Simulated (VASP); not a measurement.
Method: LDA (Ceperley-Alder, Perdew-Zunger), VASP's LDA PAW potentials (set 64) (plane waves; VASP 6.6.1).

VASP ran on this input.

### INCAR
```
SYSTEM = WC
PREC = Accurate
ENCUT = 520
EDIFF = 1E-6
NELM = 100
ALGO = Normal
LREAL = .FALSE.
LASPH = .TRUE.
ISMEAR = 1
SIGMA = 0.1
LMAXMIX = 6
LWAVE = .FALSE.
LCHARG = .FALSE.
IBRION = 2
ISIF = 3
NSW = 60
EDIFFG = -0.01
```

POSCAR:
```
WC
1
    1.4453144024    -2.5033580513    -0.0000000000
    1.4453144024     2.5033580513    -0.0000000000
   -0.0000000000     0.0000000000     2.8162536642
W C
1 1
Direct
  0.0000000000   0.0000000000   0.0000000000
  0.3333330000   0.6666670000   0.5000000000
```

KPOINTS:
```
K-points
0
gamma
 13 13 12
0 0 0
```

POTCAR, in this order: W_sv C (LDA.64 set). Program: vasp_std.

Output of the run:

**OSZICAR**
```
       N       E                     dE             d eps       ncg     rms          rms(c)
DAV:   1     0.109939519885E+03    0.10994E+03   -0.99058E+03  3822   0.154E+03
DAV:   2    -0.237474900562E+02   -0.13369E+03   -0.12991E+03  4357   0.383E+02
DAV:   3    -0.277643214373E+02   -0.40168E+01   -0.39857E+01  4669   0.612E+01
DAV:   4    -0.278049197576E+02   -0.40598E-01   -0.40534E-01  4195   0.641E+00
DAV:   5    -0.278052598383E+02   -0.34008E-03   -0.34008E-03  4460   0.600E-01    0.339E+01
DAV:   6    -0.248223919474E+02    0.29829E+01   -0.94749E+00  4302   0.316E+01    0.915E+00
DAV:   7    -0.247361527589E+02    0.86239E-01   -0.44305E-01  3992   0.616E+00    0.653E+00
DAV:   8    -0.247023980061E+02    0.33755E-01   -0.70931E-02  4252   0.234E+00    0.842E-01
DAV:   9    -0.247013199022E+02    0.10781E-02   -0.38174E-03  4037   0.464E-01    0.131E-01
DAV:  10    -0.247011814889E+02    0.13841E-03   -0.25984E-04  4522   0.223E-01    0.615E-02
DAV:  11    -0.247011815535E+02   -0.64627E-07   -0.20146E-05  4232   0.406E-02    0.108E-02
DAV:  12    -0.247011808657E+02    0.68789E-06   -0.37576E-06  3987   0.173E-02
   1 F= -.24701181E+02 E0= -.24701224E+02  d E =-.247012E+02
```

OUTCAR:
```
------------------------ aborting loop because EDIFF is reached ----------------------------------------
  FORCE on cell =-STRESS in cart. coord.  units (eV):
  Direction    XX          YY          ZZ          XY          YZ          ZX
  --------------------------------------------------------------------------------------
  Total       -0.0028774     -0.0028774      0.0006065      0.0000000      0.0000000      0.0000000
  in kB       -0.2262189     -0.2262189      0.0476847      0.0000000      0.0000000      0.0000000
  external PRESSURE =      -0.1349177 kB  Pullay stress =       0.0000000 kB
  volume of cell :       20.38
      direct lattice vectors                 reciprocal lattice vectors
     1.445314402 -2.503358051  0.000000000     0.345945491 -0.199731716  0.000000000
     1.445314402  2.503358051  0.000000000     0.345945491  0.199731716  0.000000000
     0.000000000  0.000000000  2.816253664     0.000000000  0.000000000  0.355081651
 POSITION                                       TOTAL-FORCE (eV/Angst)
 -----------------------------------------------------------------------------------
      0.00000      0.00000      0.00000        -0.000000     -0.000000      0.000000
      1.44531      0.83445      1.40813         0.000000      0.000000      0.000000
 -----------------------------------------------------------------------------------
    total drift:                                0.000000     -0.000370      0.000000
  FREE ENERGIE OF THE ION-ELECTRON SYSTEM (eV)
  ---------------------------------------------------
  free  energy   TOTEN  =       -24.7011808657 eV

  energy  without entropy=      -24.7013109157  energy(sigma->0) =      -24.70122422

 reached required accuracy - stopping structural energy minimisation
```
(Selected blocks of OUTCAR.)

The compound is WC in the wc structure. It was relaxed first. The start is the result of an earlier pass.
